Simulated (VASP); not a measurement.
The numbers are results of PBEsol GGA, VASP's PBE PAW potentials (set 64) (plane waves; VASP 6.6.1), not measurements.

VASP input:

File KPOINTS:
```
K-points
0
Gamma
  9 9 9
0 0 0
```

File POSCAR:
```
InP
1
   -0.0000000000     2.6363792460     2.6363792460
    2.6363792460     0.0000000000     2.6363792460
    2.6363792460     2.6363792460     0.0000000000
In P
1 1
Direct
  0.0000000000   0.0000000000   0.0000000000
  0.2500000000   0.2500000000   0.2500000000
```

INCAR:
```
LREAL = .FALSE.
ISIF = 3
ISMEAR = 0   # Gaussian
NELM = 100   # most electronic steps
GGA = PS   # PBEsol
EDIFFG = -0.02   # ionic stop
ENCUT = 500
LWAVE = .FALSE.
IBRION = 2   # conjugate gradients
SIGMA = 0.05   # width (eV)
SYSTEM = InP
NSW = 40
PREC = Accurate
LMAXMIX = 4
ALGO = Normal   # blocked Davidson
LASPH = .TRUE.   # aspherical one-centre terms
EDIFF = 1E-6   # SCF stop (eV)
LCHARG = .FALSE.
PSTRESS = 450
```

POTCAR, in this order: In_d P (PBE.64 set). Program: vasp_std.

### Question
What will the output report for the number of irreducible k-points (NKPTS), largest plane-wave count, number of space-group operations, FFT grid (NGX, NGY, NGZ)?

### Answer

```
Quantity                                      Result
--------------------------------------  ------------
number of irreducible k-points (NKPTS)            35
largest plane-wave count                         944
number of space-group operations                  24
FFT grid (NGX, NGY, NGZ)                28 × 28 × 28
```

The structure was generated: InP was put into the zinc blende type (F-43m), which need not be its known phase. It was relaxed first under an external pressure of 45 GPa.
